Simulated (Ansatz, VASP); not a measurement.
## Two plane-wave programs on AlGa3Sb2

```
Al Ga Sb
1.0
     2.87955    1.66251    4.87200
    -2.87955    1.66251    4.87200
     0.00000   -3.32501    4.87200
Al Ga Sb
1 3 2
Direct
  0.50000 0.50000 0.50000
  0.50000 0.00000 0.50000
  0.50000 0.50000 0.00000
  0.00000 0.50000 0.50000
  0.87337 0.87337 0.87337
  0.12663 0.12663 0.12663
```

Change from the starting cell: species swapped into the Zr2CoMo3 type (R-3m, No. 166).

Alike in both runs: task single point; functional PBE; k mesh 6 × 6 × 6; occupations gaussian, width 0.1 eV; no spin polarisation.

|  | VASP | Ansatz |
| --- | --- | --- |
| version | VASP 6.6.1 | Ansatz 0.2.0 |
| potentials or method | VASP PAW PBE potentials, release 64 (Al, Ga_d, Sb) | scalar-relativistic, plane waves, PAW |
| plane-wave cutoff (eV) | 520 | 420 |
| valence electrons in the cell | 52 | 72 |

```csv
,VASP,Ansatz,Ansatz less VASP
gap on the k mesh at the Fermi level (eV),none,none,-
pressure (GPa),-3.3,-3.2,+0.02
largest component of the traceless stress (GPa),0.16,0.15,-0.011
rms of the force components (eV/Å),0.059,0.059,-0.0002
```

Atom by atom the forces differ by 0.000 eV/Å (rms over components). A gap of «none» marks a metal or a gap that the smearing closes. With one functional, cell and mesh, what is left measures potentials, basis and numerics. The two sets of potentials don't hold the same shells in valence.

The runs have no spin-orbit coupling, so splittings on Sb are missing.
